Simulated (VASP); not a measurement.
Input:

```xyz
3
Lattice="3.8746 0.0000 0.0000 -1.9373 3.3555 0.0000 0.0000 0.0000 4.8055" Properties=species:S:1:pos:R:3 pbc="T T T"
Ca     0.0000     0.0000     4.8055
Si     1.9373     1.1185     2.8171
Si     0.0000     2.2370     1.9884
```

These are PBEsol GGA, VASP's PBE PAW potentials (set 64) (plane waves; VASP) values and carry that method's errors. Run with 400 eV cut-off, 10×10×7 Γ-centred mesh, tetrahedra with Blöchl corrections, potentials Ca_sv Si.

The cores are frozen, which limits the accuracy of field gradients.

Question: Give the principal components of the electric field gradient (V/Å²) and the asymmetry η at each nucleus.

Answer: 
| atom | Vxx | Vyy | Vzz | η |
|---|---|---|---|---|
| Ca1 | -7.1 | -7.1 | 14.2 | 0.00 |
| Si2 | 8.2 | 8.2 | -16.4 | 0.00 |
| Si3 | 8.2 | 8.2 | -16.4 | 0.00 |

The structure comes from a computed database's CaSi2 entry (P-3m1); how it stands against other phases isn't given here. It was relaxed first.
